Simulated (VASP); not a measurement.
Cu:

```
Cu
1.0
     0.00000    1.81500    1.81500
     1.81500    0.00000    1.81500
     1.81500    1.81500    0.00000
Cu
1
Cartesian
  0.0000 0.0000 0.0000
```

The cell was built by a generator and needn't be a form met in nature.

```yaml
Program: VASP 6.6.1
Task: relaxation of cell and atoms
Functional: PBEsol
Potentials_or_basis: VASP PAW PBE potentials, release 64 (Cu)
Cutoff: 600 eV
k_mesh: 32 × 32 × 32
Occupations: methfessel-paxton, width 0.2 eV
Spin: no spin polarisation
```

At the start: pressure -7.4 GPa; volume 11.96 Å³/atom.

Question: How do energy, volume and symmetry change on relaxing?

Answer: Over 3 steps the energy falls by 14.5 meV/atom and the volume is 11.36 Å³/atom (-5.0 %); space group Fm-3m (No. 225, to 0.05 Å).

The path:
| step | energy change (eV) | largest force (eV/Å) | pressure (GPa) | volume (Å³) |
| --- | --- | --- | --- | --- |
| 1 | 0.0000 | 0.0000 | -7.39 | 11.96 |
| 2 | -0.0093 | 0.0000 | 5.27 | 11.03 |
| 3 | -0.0145 | 0.0000 | 0.00 | 11.36 |

Final structure:
```
Cu
1.0
     0.00000    1.78427    1.78427
     1.78427    0.00000    1.78427
     1.78427    1.78427    0.00000
Cu
1
Cartesian
  0.0000 0.0000 0.0000
```

Caveat: the PAW data sets were made with another functional, which shifts forces and pressure a little.
